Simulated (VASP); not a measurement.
VASP input:

### POSCAR
```
GeSe2
1
    5.6818760945     0.0000000000     0.0000000000
    0.0000000000     4.7371689163     0.0000000000
    0.0000000000     0.0000000000     9.5614191159
Ge Se
4 8
Direct
  0.6346274254   0.2500000000   0.6229340003
  0.1346274254   0.2500000000   0.8770659997
  0.3653725746   0.7500000000   0.3770659997
  0.8653725746   0.7500000000   0.1229340003
  0.5611525151   0.2500000000   0.8868230644
  0.0611525151   0.2500000000   0.6131769356
  0.4388474849   0.7500000000   0.1131769356
  0.9388474849   0.7500000000   0.3868230644
  0.5412810566   0.2500000000   0.3604716188
  0.0412810566   0.2500000000   0.1395283812
  0.4587189434   0.7500000000   0.6395283812
  0.9587189434   0.7500000000   0.8604716188
```

**INCAR**
```
ALGO = Normal
EDIFF = 1E-6
EDIFFG = -0.02
ENCUT = 400
GGA = PS
IBRION = 2
ISIF = 3
ISMEAR = 1
LASPH = T
LCHARG = F
LMAXMIX = 4
LREAL = F
LWAVE = F
NELM = 100
NSW = 60
PREC = Accurate
SIGMA = 0.1
SYSTEM = GeSe2
```

File KPOINTS:
```
Automatic
0
gamma
 5 6 3
```

POTCAR, in this order: Ge_d Se (PBE.64 set). Program: vasp_std.

Problem. Translate this PBEsol calculation to Quantum ESPRESSO's pw.x.

Solution. One equivalent input (not run):
```
&CONTROL
  calculation = 'vc-relax'
  pseudo_dir = './pseudo'
  outdir = './out'
  tprnfor = .true.
  tstress = .true.
  nstep = 60
  forc_conv_thr = 0.00078
/
&SYSTEM
  ibrav = 0
  nat = 12
  ntyp = 2
  ecutwfc = 86
  occupations = 'smearing'
  smearing = 'methfessel-paxton'
  degauss = 0.00735
  input_dft = 'pbesol'
/
&ELECTRONS
  conv_thr = 7.3e-08
  electron_maxstep = 100
/
&IONS
/
&CELL
/
ATOMIC_SPECIES
  Ge 72.630 Ge.upf
  Se 78.971 Se.upf
CELL_PARAMETERS angstrom
     5.6818761    0.0000000    0.0000000
     0.0000000    4.7371689    0.0000000
     0.0000000    0.0000000    9.5614191
ATOMIC_POSITIONS crystal
  Ge   0.6346274  0.2500000  0.6229340
  Ge   0.1346274  0.2500000  0.8770660
  Ge   0.3653726  0.7500000  0.3770660
  Ge   0.8653726  0.7500000  0.1229340
  Se   0.5611525  0.2500000  0.8868231
  Se   0.0611525  0.2500000  0.6131769
  Se   0.4388475  0.7500000  0.1131769
  Se   0.9388475  0.7500000  0.3868231
  Se   0.5412811  0.2500000  0.3604716
  Se   0.0412811  0.2500000  0.1395284
  Se   0.4587189  0.7500000  0.6395284
  Se   0.9587189  0.7500000  0.8604716
K_POINTS automatic
  5 6 3 0 0 0
```
The two are equivalent in intent, not identical: the potentials are each code's own (VASP's PAW set, PseudoDojo norm-conserving files in pw.x), so ENCUT and ecutwfc are chosen apart and not converted; conv_thr bounds pw.x's estimated SCF error, while EDIFF bounds the energy change between steps; forc_conv_thr acts on force components and is met together with etot_conv_thr.

The structure was generated: GeSe2 was put into the cotunnite type (Pnma), which need not be its known phase. This run relaxes it. Symmetry was kept, so distortions that lower it aren't found. The start is the result of an earlier pass.
